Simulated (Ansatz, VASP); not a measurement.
**SiHCF (H-SiC-F chair bilayer, AA): VASP beside Ansatz**

One calculation is typed for both programs; each brings its own data sets. How far apart do they land? The structure shown is the start of the Ansatz relaxation below; VASP solves that cell, so the two are compared at the walk's first step.

Main program and level: Ansatz 0.2.0; plane waves, with VASP 6.6.1 beside it; single point at LDA.

### Step 1. The structure

The cell holds 8 atoms: 2 F, 2 C, 2 Si and 2 H. Cell: a = 3.086 Å, b = 3.085 Å, c = 49.447 Å, α = 90.0°, β = 90.0°, γ = 120.0°. Vacuum lies along c.

### Step 2. Ansatz: relaxation, LDA

Ansatz runs on its default PAW (the set named soft_2) files.

The two programs are compared at the cell with which this relaxation starts, whose forces are those of its first step.

input.yaml reads:

```yaml
crystal:
  lattice:
    - [3.0855, 0.0, 0.0]
    - [-1.54275, 2.6721213834, 0.0]
    - [0.0, 0.0, 49.4466666688]
  atoms:
    - { symbol: F, position: [0.6666666667, 0.3333333333, 0.4064985843] }
    - { symbol: C, position: [0.6666666667, 0.3333333333, 0.4333962518] }
    - { symbol: Si, position: [0.3333333333, 0.6666666667, 0.4460024268] }
    - { symbol: H, position: [0.3333333333, 0.6666666667, 0.4747202373] }
    - { symbol: F, position: [0.6666666667, 0.3333333333, 0.5252797627] }
    - { symbol: C, position: [0.6666666667, 0.3333333333, 0.5521774302] }
    - { symbol: Si, position: [0.3333333333, 0.6666666667, 0.5647836052] }
    - { symbol: H, position: [0.3333333333, 0.6666666667, 0.5935014157] }
  periodic: [true, true, false]
kpoints:
  mp_grid: { grid: [12, 12, 1] }
hamiltonian:
  xc: lda
scf:
  occupations: { method: fermi_dirac, width: 0.05 }
  convergence: { dr2_threshold: 1.0e-09 }
relax:
  f_tol: 0.004
  max_steps: 90
  cell: {}
output:
  write_potential: true
  write_density: true
  volumetric_format: npy
```

On the command line:

```bash
> ansatz run input.yaml --threads 4 --pin off --max-ram 6144MiB --backend cpu --events-out ev --progress --plain --runs-dir out
```

Numbers of over 12 decimals in the logs are rounded to 6 here.

The log of the run:

```text
Warning: relax.cell: scf.convergence.dr2_threshold = 1e-9 eV is looser than the 2.15962793847e-10 eV advised for a relaxation that steers and ends on the stress (1e-10 eV for each atom of the cell: 8, times the square of relax.cell.stress_2d_tol = 0.05 N/m over 19.2 Å (the atoms' height at the walk's start and 5 Å past either face), 2.598e-2 GPa, over a crystal's default 0.05). What an SCF threshold leaves in a stress goes as its square root, and in the free energy as the threshold itself, and one threshold admits the most on a small cell: [figures from the program's tests cut] Set scf.convergence.dr2_threshold to 2.15962793847e-10 eV or tighter. [rest of the remark cut]
Engine: ansatz 0.2.0, x86_64-unknown-linux-gnu
Pseudopotentials: kind: paw
Pseudopotential: F, paw, valence charge 7, recommended cutoff 420 eV (normal), F.paw.azcp
Pseudopotential: C, paw, valence charge 4, recommended cutoff 420 eV (normal), C.paw.azcp
Pseudopotential: Si, paw, valence charge 4, recommended cutoff 420 eV (normal), Si.paw.azcp
Pseudopotential: H, paw, valence charge 1, recommended cutoff 420 eV (normal), H.paw.azcp
Functional definition: SPW92
  exchange = slater_x
  correlation = pw_c
Crystal: 8 atoms, lattice volume = 407.679 Å³
Basis set: ecut = 420 eV, 7917 PW (Γ)
Bands: 24, of which v1, the nominal top of the filled ones, is band 16 counted from 1 (15 counted from 0)
Symmetry: 6 space group operations
Space group: P3m1 (ITA 156), of the structure as read, at distance tolerance 7.4e-5 Å
k-points: 19 of 144 (time reversal used)
Non-local potential: F, projectors of the file, l = 0: 2, l = 1: 2, l = 2: 1
Non-local potential: C, projectors of the file, l = 0: 2, l = 1: 2, l = 2: 1
Non-local potential: Si, projectors of the file, l = 0: 2, l = 1: 2, l = 2: 2
Non-local potential: H, projectors of the file, l = 0: 2, l = 1: 1
PAW form: soft (Blöchl's): semilocal exchange-correlation on the pseudo side does not see the compensation charge
PAW frozen core: F, regenerated for the run's functional, and the local potential with it (the file was generated under x = pbe(κ = 0.804, μ = 0.219515), c = pbe(β = 0.066725))
PAW frozen core: C, regenerated for the run's functional, and the local potential with it (the file was generated under x = pbe(κ = 0.804, μ = 0.219515), c = pbe(β = 0.066725))
PAW frozen core: Si, regenerated for the run's functional, and the local potential with it (the file was generated under x = pbe(κ = 0.804, μ = 0.219515), c = pbe(β = 0.066725))
PAW one-centre angular grid: F, 110 points (default); XC on 64 Gauss nodes
PAW one-centre angular grid: C, 110 points (default); XC on 64 Gauss nodes
PAW one-centre angular grid: Si, 110 points (default); XC on 64 Gauss nodes
PAW one-centre angular grid: H, 110 points (default); XC on 64 Gauss nodes
Initial density: superposition of atomic densities (neutral atoms: chi_scale 0, normalization atom), corrected by the library's trained network
Initial wavefunctions: pseudopotential atomic-orbital guess
Functional: x = slater, c = lda
SCF iter   1: F=—  HF=-3319.128665 eV  |F-HF|=—  |Δ(HF+E_count)|=         —  Δρ=5.08e-3  dr2=3.81e-1  ethr=1.77e-3  ⟨swp⟩=13.7  Hψ=4115  notcnv=0  defer=10
preconditioner: auto → Resta (q_TF=auto, 1.785 Å⁻¹)  ε∞=1.6  [insulator: Δε(μ)=1.988 eV  Ē_g=12.095 eV  σ=0.050 eV  W_gap=1.00  n_scr=28 (ndim 8)  ℏωp=9.7 eV  f_vac=0.758  D(μ)=0.00/eV (n_scr^D=0)  ε∞_Penn≈1.6  vacuum switching on, ρ_ref=1.1e-2 e/Å³]
SCF iter   2: F=—  HF=-3319.041162 eV  |F-HF|=—  |Δ(HF+E_count)|=   8.75e-2  Δρ=4.56e-3  dr2=1.04e-1  ethr=1.19e-3  ⟨swp⟩=4.1  Hψ=1068  notcnv=0  defer=50
SCF iter   3: F=—  HF=-3319.021812 eV  |F-HF|=—  |Δ(HF+E_count)|=   1.93e-2  Δρ=1.44e-3  dr2=1.46e-2  ethr=3.25e-4  ⟨swp⟩=4.6  Hψ=1179  notcnv=0  defer=52
SCF iter   4: F=—  HF=-3319.017797 eV  |F-HF|=—  |Δ(HF+E_count)|=   4.01e-3  Δρ=6.06e-4  dr2=1.55e-3  ethr=4.57e-5  ⟨swp⟩=2.7  Hψ=763  notcnv=0  defer=53
SCF iter   5: F=—  HF=-3319.017350 eV  |F-HF|=—  |Δ(HF+E_count)|=   4.48e-4  Δρ=1.47e-4  dr2=8.40e-5  ethr=4.85e-6  ⟨swp⟩=3.4  Hψ=1122  notcnv=0  defer=52
SCF iter   6: F=—  HF=-3319.017354 eV  |F-HF|=—  |Δ(HF+E_count)|=   4.02e-6  Δρ=7.81e-5  dr2=2.75e-5  ethr=2.62e-7  ⟨swp⟩=2.8  Hψ=808  notcnv=0  defer=52
SCF iter   7: F=—  HF=-3319.017353 eV  |F-HF|=—  |Δ(HF+E_count)|=   9.80e-7  Δρ=1.66e-5  dr2=9.92e-7  ethr=8.60e-8  ⟨swp⟩=3.4  Hψ=808  notcnv=0  defer=52
[...]
SCF iter   5: F=—  HF=-3319.337496 eV  |F-HF|=—  |Δ(HF+E_count)|=   1.69e-5  Δρ=2.31e-6  dr2=2.63e-8  ethr=1.32e-9  ⟨swp⟩=3.0  Hψ=752  notcnv=0
SCF iter   6: F=—  HF=-3319.337496 eV  |F-HF|=—  |Δ(HF+E_count)|=   8.03e-9  Δρ=7.10e-7  dr2=4.29e-9  ethr=8.21e-11  ⟨swp⟩=3.2  Hψ=893  notcnv=0
SCF iter   7: F=-3319.337496 eV  HF=-3319.337496 eV  |F-HF|=4.25e-10  |Δ(HF+E_count)|=   4.41e-9  Δρ=1.95e-7  dr2=6.50e-10  ethr=3.13e-12  ⟨swp⟩=10.9  Hψ=3152  notcnv=0
SCF 9 converged in 7 iterations: F = -3319.337496 eV  dr2 = 6.50e-10
relax step   9: F+E_penalty+E_count = -3319.33749586 eV  Δ(F+E_penalty+E_count) = +3.208e-4 eV  max|allowed force component| = 9.209e-4 eV/Å  Δτ_max = 0.0006 Å  P = +0.001 N/m  Ω = 413.504 Å³  energy of the carried Pulay correction = -3.522e-4 eV  fix = [c, alpha, beta]  reactions: c +0.000 N/m  (7 SCF iters, accepted)
iter 1 solved again at ethr=4.30e-7 eV; its pass at ethr=3.10e-3 eV (dr2=1.38e-4 eV) is discarded
SCF iter   1: F=—  HF=-3319.337555 eV  |F-HF|=—  |Δ(HF+E_count)|=         —  Δρ=1.50e-5  dr2=3.35e-8  ethr=4.30e-7  ⟨swp⟩=5.5  Hψ=6034  notcnv=0
eigensolver tolerance schedule: the retry pair's looser diagonalisation over-reported the residual by 4113.22 of it (diagonalisation noise at 1.33 of the residual, at the tolerance the schedule requests for it); recorded, not acted on — ethr = c·dr2/N_el stays at c = 1.0e-1
preconditioner: auto → LDOS  [insulator: Δε(μ)=0.198 eV  Ē_g=11.107 eV  σ=0.050 eV  W_gap=0.73  n_scr=28 (ndim 8)  ℏωp=9.7 eV  f_vac=0.767  D(μ)=0.10/eV (n_scr^D=2)  ε∞_Penn≈1.8  β→1.0]
SCF iter   2: F=—  HF=-3319.337814 eV  |F-HF|=—  |Δ(HF+E_count)|=   2.59e-4  Δρ=3.57e-6  dr2=4.51e-8  ethr=1.05e-10  ⟨swp⟩=5.9  Hψ=1739  notcnv=0
SCF iter   3: F=—  HF=-3319.337814 eV  |F-HF|=—  |Δ(HF+E_count)|=   7.05e-9  Δρ=2.12e-6  dr2=1.96e-8  ethr=1.05e-10  ⟨swp⟩=2.1  Hψ=763  notcnv=0
SCF iter   4: F=—  HF=-3319.337814 eV  |F-HF|=—  |Δ(HF+E_count)|=   2.54e-7  Δρ=5.89e-7  dr2=1.55e-9  ethr=6.12e-11  ⟨swp⟩=3.3  Hψ=881  notcnv=0
SCF iter   5: F=-3319.337814 eV  HF=-3319.337814 eV  |F-HF|=3.80e-8  |Δ(HF+E_count)|=   2.15e-7  Δρ=1.51e-7  dr2=1.02e-10  ethr=3.13e-12  ⟨swp⟩=18.7  Hψ=4041  notcnv=0
SCF 10 converged in 5 iterations: F = -3319.337814 eV  dr2 = 1.02e-10
relax step  10: F+E_penalty+E_count = -3319.33781416 eV  Δ(F+E_penalty+E_count) = -3.183e-4 eV  max|allowed force component| = 9.676e-4 eV/Å  Δτ_max = 0.0000 Å  P = +0.004 N/m  Ω = 413.504 Å³  fix = [c, alpha, beta]  reactions: c +0.000 N/m  stress off target by 4.23e-3 N/m on what of the cell is left free  SCF on the basis re-selected at this cell (its energy is not comparable with the rows above)  (5 SCF iters)
basis re-selected at this cell: Δ(F+E_penalty+E_count) = -3.183e-4 eV, ΔP = +0.004 N/m vs the last step (what re-selecting the basis moved, of the pressure what is left beyond the Pulay correction that the steps carried, after the strain that the cell walked since its last selection, with what the two solves' SCF thresholds leave and, on support functions, any second-order correction that the steps lacked; it is no m [...]
WARN: The output density's exchange-correlation potential varies sharply where the density is thin. Do not read a vacuum level from v_tot or v_xc, or from such a field of the output density. On a cell that repeats whose density bears no net charge and no dipole along the vacuum's axis use v_es (v_loc + v_h of the components); under efield.dipole_correction with no amplitude use v_es + v_field, which holds any externa [...]
SCF converged after 5 iterations
Free energy (F): -3319.337814 eV
Harris-Foulkes:  -3319.337814 eV  (|F-HF|=3.80e-8)
Internal energy: -3319.336872 eV  (E = F + TS)
E sigma→0 (E₀):  -3319.337343 eV
Entropy (-TS):   -0.000942 eV (-0.118 meV/atom)
Fermi energy:    -5.162247 eV
--- Per-component energies (eV) ---
  E_band       = -460.128587
  E_kinetic    = 700.157640
  E_local      = -101432.224507  (includes V_loc(G=0)·N_el)
  E_nonlocal   = 264.008909
  E_hartree    = 50299.830515
  E_xc         = -377.645460
  E_vxc        = -436.555684  (∫ρ·V_xc dr)
  E_paw        = -1531.172199  (= ΣΔE_a)
  E_vpaw       = -155.177582  (= ΣTr[D̂ρ^β])
  E_aug_tail   = 0.001671  (compensation charges beyond the density's cutoff)
  E_ewald      = 48757.185729
  E_core_change = 0.520830  (= ΣΔE_core)
  E_smearing   = -0.000942  (= −TS)
  E_closure    = -0.000000  (closes the sum)
  Σ components = -3319.337814   (vs F -3319.337814, Δ=0.00e0)
--- Forces (eV/Å), atoms counted from 1 ---
  atom   1  F      0.00000000    -0.00000000    -0.00024662
  atom   2  C     -0.00000000     0.00000000    -0.00024577
  atom   3  Si    -0.00000000    -0.00000000     0.00100417
  atom   4  H      0.00000000    -0.00000000    -0.00048342
  atom   5  F     -0.00000000    -0.00000000    -0.00010002
  atom   6  C     -0.00000000     0.00000000     0.00003854
  atom   7  Si     0.00000000    -0.00000000     0.00075524
  atom   8  H      0.00000000    -0.00000000    -0.00042947
  max |Σ_I F_I| component: 2.93e-4 eV/Å
--- 2D stress c σ (N/m, compression-positive) ---
        0.004228      -0.000000       0.000000
        0.000000       0.004228      -0.000000
        0.000000      -0.000000       0.000000
  P = ½ c Tr σ = 0.0042 N/m
--- Band table (eV; the first three rows and the last of 19) ---
  k-point 0: bands = [... 12 lower, -7.6360, -7.6360, -5.2875, -5.2875, -5.0898, -3.0111, -2.6488, -2.2163, ... 4 higher]
  k-point 1: bands = [... 12 lower, -8.0708, -7.7537, -5.7233, -5.4051, -4.8285, -2.8579, -2.3686, -2.0718, ... 4 higher]
  k-point 2: bands = [... 12 lower, -8.9328, -8.0369, -6.6061, -5.6878, -4.3489, -2.6033, -1.9251, -1.6741, ... 4 higher]
  k-point 18: bands = [... 12 lower, -10.0078, -9.5100, -8.3632, -7.1872, -2.8908, -2.7467, -0.5916, -0.3109, ... 4 higher]
  the weakly bound empty levels are not read free of the cell's end (no_gap_told)
--- Relaxed structure (8 steps of the walk, 8 accepted, 2 SCFs on fresh bases) ---
  F+E_penalty+E_count = -3319.33781416 eV   max|allowed force component| = 9.676e-4 eV/Å   (the final SCF, on the basis selected at the relaxed cell)
  cell:  # Å, volume = 413.5043 Å³
    - [3.107465, 0, 0]
    - [-1.553732, 2.691143, 0]
    - [0, 0, 49.4466666688]
  atoms:
    - { symbol: F, position: [0.666667, 0.333333, 0.409963] }
    - { symbol: C, position: [0.666667, 0.333333, 0.438295] }
    - { symbol: Si, position: [0.333333, 0.666667, 0.450314] }
    - { symbol: H, position: [0.333333, 0.666667, 0.480680] }
    - { symbol: F, position: [0.666667, 0.333333, 0.519410] }
    - { symbol: C, position: [0.666667, 0.333333, 0.547810] }
    - { symbol: Si, position: [0.333333, 0.666667, 0.559766] }
    - { symbol: H, position: [0.333333, 0.666667, 0.590123] }
```

(Part 1 of 2 ends here.)

[Lines on the potential files, build, host, timing and source positions are cut from VASP's logs without a mark.]

[Logs are printed without paths, hosts, clocks, repeated set-up lines and the standing remarks that a program may print on its own settings, such as how far it seeks lower states.]

[Hosts, paths, dates, database ids (printed as entryN), source tags and the programs' standing remarks are cut or masked in the printed files.]
